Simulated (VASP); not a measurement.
An input for Quantum ESPRESSO's pw.x (written as the equivalent of a VASP run, and not itself run):

```
&CONTROL
  calculation = 'vc-relax'
  pseudo_dir = './pseudo'
  outdir = './out'
  tprnfor = .true.
  tstress = .true.
  nstep = 30
  forc_conv_thr = 0.00039
/
&SYSTEM
  ibrav = 0
  nat = 4
  ntyp = 1
  ecutwfc = 110
  occupations = 'smearing'
  smearing = 'methfessel-paxton'
  degauss = 0.00735
  input_dft = 'vdw-df-obk8'
/
&ELECTRONS
  conv_thr = 7.3e-09
  electron_maxstep = 100
/
&IONS
/
&CELL
  cell_dofree = 'shape'
/
ATOMIC_SPECIES
  La 138.905 La.upf
CELL_PARAMETERS angstrom
     1.8494392   -3.2033229    0.0000000
     1.8494392    3.2033229    0.0000000
     0.0000000    0.0000000   11.8306283
ATOMIC_POSITIONS crystal
  La   0.0000000  0.0000000  0.5000000
  La   0.0000000  0.0000000  0.0000000
  La   0.3333330  0.6666670  0.2500000
  La   0.6666670  0.3333330  0.7500000
K_POINTS automatic
  9 9 3 0 0 0
```

**Question.** Write the VASP files for the same calculation (optB88-vdW).

**Answer.** Several could match; the one computed here: 
KPOINTS:
```
Automatic mesh
0
Gamma
9 9 3
0 0 0
```

**INCAR**
```
AGGAC = 0.0
ALGO = Normal
EDIFF = 1E-7
EDIFFG = -0.01
ENCUT = 520
GGA = BO
IBRION = 2
ISIF = 4
ISMEAR = 1
LASPH = T
LCHARG = F
LMAXMIX = 6
LREAL = F
LUSE_VDW = T
LWAVE = F
NELM = 100
NSW = 30
PARAM1 = 0.1833333333
PARAM2 = 0.22
PREC = Accurate
SIGMA = 0.1
SYSTEM = La
```

File POSCAR:
```
La
1
    1.8494392341    -3.2033229372     0.0000000000
    1.8494392341     3.2033229372     0.0000000000
    0.0000000000     0.0000000000    11.8306283063
La
4
Direct
  0.0000000000   0.0000000000   0.5000000000
  0.0000000000   0.0000000000   0.0000000000
  0.3333330000   0.6666670000   0.2500000000
  0.6666670000   0.3333330000   0.7500000000
```

POTCAR, in this order: La (PBE.64 set). Program: vasp_std.

The two are equivalent in intent, not identical: the potentials are each code's own (VASP's PAW set, PseudoDojo norm-conserving files in pw.x), so ENCUT and ecutwfc are chosen apart and not converted; conv_thr bounds pw.x's estimated SCF error, while EDIFF bounds the energy change between steps; forc_conv_thr acts on force components and is met together with etot_conv_thr.

The compound is La in the dhcp structure. This cell is one point of a volume scan, at 0.97 of the reference volume.
